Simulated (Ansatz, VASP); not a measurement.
CuRu4 in VASP and in Ansatz

```
CELL_PARAMETERS angstrom
4.96068 0.00000 0.00000
-2.48034 4.29608 0.00000
0.00000 0.00000 4.48713
ATOMIC_POSITIONS crystal
Cu 0.00000 0.00000 0.50000
Ru 0.50000 0.00000 0.50000
Ru 0.00000 0.50000 0.50000
Ru 0.50000 0.50000 0.50000
Ru 0.00000 0.00000 0.00000
```

Alike in both runs: functional PBE; k mesh 6 × 6 × 4; occupations gaussian, width 0.1 eV; no spin polarisation.

Ansatz relaxed the structure, and its values are those at the end. VASP's run is a single point on that final structure, the one shown.

```csv
,VASP,Ansatz
version,VASP 6.6.1,Ansatz 0.2.0
potentials or method,"VASP PAW PBE potentials, release 64 (Cu, Ru_pv)","scalar-relativistic, plane waves, PAW"
plane-wave cutoff (eV),520,420
valence electrons in the cell,67,83
```

|  | VASP | Ansatz | Ansatz less VASP |
| --- | --- | --- | --- |
| gap on the k mesh at the Fermi level (eV) | none | none | - |
| pressure (GPa) | 0.2 | 0.2 | 0.00 |

A gap of «none» marks a metal or a gap that the smearing closes. The two sets of potentials don't hold the same shells in valence.
